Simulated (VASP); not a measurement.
Here is the system:

```
CELL_PARAMETERS angstrom
      0.00000     2.73421     2.73421
      2.73421     0.00000     2.73421
      2.73421     2.73421     0.00000
ATOMIC_POSITIONS crystal
  Si 0.00000 0.00000 0.00000
  Si 0.25000 0.25000 0.25000
```

These are PBE GGA, VASP's PBE PAW potentials (set 64) (plane waves; VASP 6.6.1) values and carry that method's errors. Run with 480 eV cut-off, 8×8×8 Γ-centred mesh, Gaussian smearing of 0.050 eV, potentials Si.

Question: Predict the energy per atom (σ→0).

Answer: 
```
Property                        Value
---------------------  --------------
energy per atom (σ→0)  -5.423 eV/atom
```

Only differences to runs with the same potentials and settings are physical.

The compound is Si in the diamond structure. It was relaxed first.
